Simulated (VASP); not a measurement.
Given:

```
MgTe
1.0
    0.00000     2.85649     2.85649
    2.85649     0.00000     2.85649
    2.85649     2.85649     0.00000
Mg Te
1 1
Direct
  0.00000   0.00000   0.00000
  0.25000   0.25000   0.25000
```

Method: PBE GGA, VASP's PBE PAW potentials (set 64) (plane waves; VASP). Run with 500 eV cut-off, 8×8×8 Γ-centred mesh, Gaussian smearing of 0.050 eV, potentials Mg Te.

Unless said otherwise, spin-orbit coupling is left out, though it shifts the bands of the heavy elements here.

Question: Estimate the energy per atom (σ→0), pressure, band gap (on the k-mesh) with the smallest direct gap where there is one.

Answer: 
* **band gap (on the k-mesh)**: 2.05 eV
* **smallest direct gap (on the k-mesh)**: 3.95 eV
* **energy per atom (σ→0)**: -2.456 eV/atom
* **pressure**: 29.94 GPa

The compound is MgTe in the zinc blende structure, whereas wurtzite is the usual form. It was relaxed first under an external pressure of 30 GPa.
